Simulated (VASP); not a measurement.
Output of a VASP run:

OUTCAR:
```
 ion  position               nearest neighbor table
   1  0.000  0.000  0.000-   2 2.83   2 2.83   2 2.83   2 2.83
   2  0.250  0.250  0.250-   1 2.83   1 2.83   1 2.83   1 2.83
  LATTYP: Found a face centered cubic cell.
 ALAT       =     6.5398743726
 Subroutine PRICEL returns:
 Original cell was already a primitive cell.
 Subroutine GETGRP returns: Found 24 space group operations
The static configuration has the point symmetry T_d .
The dynamic configuration has the point symmetry T_d .
 Subroutine INISYM returns: Found 24 space group operations
 Subroutine IBZKPT returns following result:
 Found     56 irreducible k-points:

 Following reciprocal coordinates:
            Coordinates               Weight
  0.000000  0.000000  0.000000      1.000000
  0.090909  0.000000  0.000000      8.000000
  0.181818  0.000000  0.000000      8.000000
  0.272727  0.000000  0.000000      8.000000
  0.363636  0.000000  0.000000      8.000000
  0.454545  0.000000  0.000000      8.000000
  0.090909  0.090909  0.000000      6.000000
  0.181818  0.090909  0.000000     24.000000
  0.272727  0.090909  0.000000     24.000000
  0.363636  0.090909  0.000000     24.000000
  0.454545  0.090909  0.000000     24.000000
 -0.454545  0.090909  0.000000     24.000000
 -0.363636  0.090909  0.000000     24.000000
 -0.272727  0.090909  0.000000     24.000000
 -0.181818  0.090909  0.000000     24.000000
 -0.090909  0.090909  0.000000     12.000000
  0.181818  0.181818  0.000000      6.000000
  0.272727  0.181818  0.000000     24.000000
  0.363636  0.181818  0.000000     24.000000
  0.454545  0.181818  0.000000     24.000000
 -0.454545  0.181818  0.000000     24.000000
 -0.363636  0.181818  0.000000     24.000000
 -0.272727  0.181818  0.000000     24.000000
 -0.181818  0.181818  0.000000     12.000000
  0.272727  0.272727  0.000000      6.000000
  0.363636  0.272727  0.000000     24.000000
  0.454545  0.272727  0.000000     24.000000
 -0.454545  0.272727  0.000000     24.000000
 -0.363636  0.272727  0.000000     24.000000
 -0.272727  0.272727  0.000000     12.000000
  0.363636  0.363636  0.000000      6.000000
  0.454545  0.363636  0.000000     24.000000
 -0.454545  0.363636  0.000000     24.000000
 -0.363636  0.363636  0.000000     12.000000
  0.454545  0.454545  0.000000      6.000000
 -0.454545  0.454545  0.000000     12.000000
  0.272727  0.181818  0.090909     24.000000
  0.363636  0.181818  0.090909     48.000000
  0.454545  0.181818  0.090909     48.000000
 -0.454545  0.181818  0.090909     48.000000
   k-points           NKPTS =     56   k-points in BZ     NKDIM =     56   number of bands    NBANDS=     13
   number of dos      NEDOS =    601   number of ions     NIONS =      2
   total plane-waves  NPLWV =  46656
   dimension x,y,z NGX =    36 NGY =   36 NGZ =   36
   dimension x,y,z NGXF=    72 NGYF=   72 NGZF=   72
   ions per type =               1   1
   PREC   = accura    normal or accurate (medium, high low for compatibility)
   ISTART =      0    job   : 0-new  1-cont  2-samecut
   ICHARG =      2    charge: 1-file 2-atom 10-const
   ISPIN  =      1    spin polarized calculation?
   LNONCOLLINEAR =      F non collinear calculations
   LSORBIT =      F    spin-orbit coupling
   INIWAV =      1    electr: 0-lowe 1-rand  2-diag
   ENCUT  =  520.0 eV  38.22 Ry    6.18 a.u.   8.60  8.60  8.60*2*pi/ulx,y,z
   NELM   =    100;   NELMIN=  2; NELMDL= -5     # of ELM steps
   EDIFF  = 0.1E-06   stopping-criterion for ELM
   LREAL  =      F    real-space projection
   NLSPLINE    = F    spline interpolate recip. space projectors
   LMAXMIX     =    4 max onsite mixed and CHGCAR
   VOSKOWN=      0    Vosko Wilk Nusair interpolation
   EDIFFG = 0.1E-05   stopping-criterion for IOM
   NSW    =      0    number of steps for IOM
   NBLOCK =      1;   KBLOCK =      1    inner block; outer block
   IBRION =     -1    ionic relax: 0-MD 1-quasi-New 2-CG
...
```

File OSZICAR:
```
       N       E                     dE             d eps       ncg     rms          rms(c)
DAV:   1     0.110594361092E+03    0.11059E+03   -0.80554E+03  1456   0.137E+03
DAV:   2     0.469904915328E+00   -0.11012E+03   -0.10804E+03  1496   0.302E+02
DAV:   3    -0.707516619253E+01   -0.75451E+01   -0.74996E+01  1941   0.874E+01
DAV:   4    -0.728241930586E+01   -0.20725E+00   -0.20718E+00  1720   0.170E+01
DAV:   5    -0.729254536422E+01   -0.10126E-01   -0.10126E-01  2166   0.305E+00    0.375E+00
DAV:   6    -0.718520551394E+01    0.10734E+00   -0.19720E-01  2013   0.792E+00    0.216E+00
DAV:   7    -0.716931579336E+01    0.15890E-01   -0.75736E-02  1901   0.308E+00    0.610E-01
DAV:   8    -0.717067100655E+01   -0.13552E-02   -0.89074E-03  1723   0.123E+00    0.260E-01
DAV:   9    -0.717168214946E+01   -0.10111E-02   -0.13741E-03  1646   0.316E-01    0.771E-02
DAV:  10    -0.717178747103E+01   -0.10532E-03   -0.94114E-05  1803   0.703E-02    0.372E-02
DAV:  11    -0.717186901278E+01   -0.81542E-04   -0.17708E-04  1546   0.864E-02    0.247E-02
DAV:  12    -0.717186904162E+01   -0.28844E-07   -0.24144E-06  1722   0.107E-02    0.670E-03
DAV:  13    -0.717187042408E+01   -0.13825E-05   -0.39857E-06  1486   0.129E-02    0.347E-03
DAV:  14    -0.717187043374E+01   -0.96593E-08   -0.72194E-08  1456   0.287E-03
   1 F= -.71718704E+01 E0= -.71718704E+01  d E =0.000000E+00
```

File OUTCAR:
```
------------------------ aborting loop because EDIFF is reached ----------------------------------------
  FORCE on cell =-STRESS in cart. coord.  units (eV):
  Direction    XX          YY          ZZ          XY          YZ          ZX
  --------------------------------------------------------------------------------------
  Total        0.0075690      0.0075690      0.0075690      0.0000000      0.0000000      0.0000000
  in kB        0.1734207      0.1734207      0.1734207      0.0000000      0.0000000      0.0000000
  external PRESSURE =       0.1734207 kB  Pullay stress =       0.0000000 kB
  volume of cell :       69.93
      direct lattice vectors                 reciprocal lattice vectors
     0.000000000  3.269937186  3.269937186    -0.152908136  0.152908136  0.152908136
     3.269937186  0.000000000  3.269937186     0.152908136 -0.152908136  0.152908136
     3.269937186  3.269937186  0.000000000     0.152908136  0.152908136 -0.152908136
  FREE ENERGIE OF THE ION-ELECTRON SYSTEM (eV)
  ---------------------------------------------------
  free  energy   TOTEN  =        -7.1718704337 eV

  energy  without entropy=       -7.1718704337  energy(sigma->0) =       -7.17187043

 total charge

# of ion       s       p       d       tot
------------------------------------------
    1        0.873   0.693   9.864  11.431
    2        1.139   1.318   0.019   2.475
--------------------------------------------------
tot          2.012   2.011   9.883  13.906
```
(Selected blocks of OUTCAR.)

File POSCAR:
```
InSb
1
    0.0000000000     3.2699371863     3.2699371863
    3.2699371863     0.0000000000     3.2699371863
    3.2699371863     3.2699371863     0.0000000000
In Sb
1 1
Direct
  1.0000000000   1.0000000000   1.0000000000
  0.2500000000   0.2500000000   0.2500000000
```

### Question
Write an INCAR and KPOINTS that could have produced this output.

### Answer
This is not unique; one that fits is the input of the run itself, AM05 GGA, plane waves, VASP's PBE PAW potentials (set 64).

INCAR:
```
ALGO  =  Normal
EDIFF  =  1E-7
ENCUT  =  520
GGA  =  AM
ISIF  =  2
ISMEAR  =  -5
LASPH  =  .TRUE.
LCHARG  =  .TRUE.
LMAXMIX  =  4
LORBIT  =  11
LREAL  =  .FALSE.
LWAVE  =  .FALSE.
NEDOS  =  601
NELM  =  100
PREC  =  Accurate
SYSTEM  =  InSb
```

KPOINTS:
```
Regular mesh
0
Gamma
11 11 11
```

POTCAR, in this order: In_d Sb (PBE.64 set). Program: vasp_std.

For a metal the tetrahedron method with Blöchl corrections gives inexact stress and forces.

The compound is InSb in the zinc blende structure. It was relaxed first.
